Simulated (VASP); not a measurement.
Here is the system:

```
GeSe
1.0
   10.76251     0.00000     0.00000
    0.00000     3.87991     0.00000
    0.00000     0.00000     4.21159
Ge Se
4 4
Direct
  0.12106   0.25000   0.10004
  0.87894   0.75000   0.89996
  0.37894   0.75000   0.60004
  0.62106   0.25000   0.39996
  0.85586   0.25000   0.49563
  0.14414   0.75000   0.50437
  0.64414   0.75000   0.99563
  0.35586   0.25000   0.00437
```

Calculation: PBEsol GGA, VASP's PBE PAW potentials (set 64) (plane waves; VASP 6.6.1). Settings: 400 eV cut-off, 3×7×6 Γ-centred mesh, tetrahedra with Blöchl corrections, potentials Ge_d Se.

Without a dispersion term in the relaxation, distances and binding between the weakly bound layers, chains or molecules are unreliable, and so is what depends on them.

Predict the energy per atom (σ→0).

```json
{
  "energy per atom (σ→0)": "-446.0 kJ/mol of atoms"
}
```

The structure comes from a computed database's GeSe entry (Pnma); how it stands against other phases isn't given here. It was relaxed first, which changed the volume by -12 %.
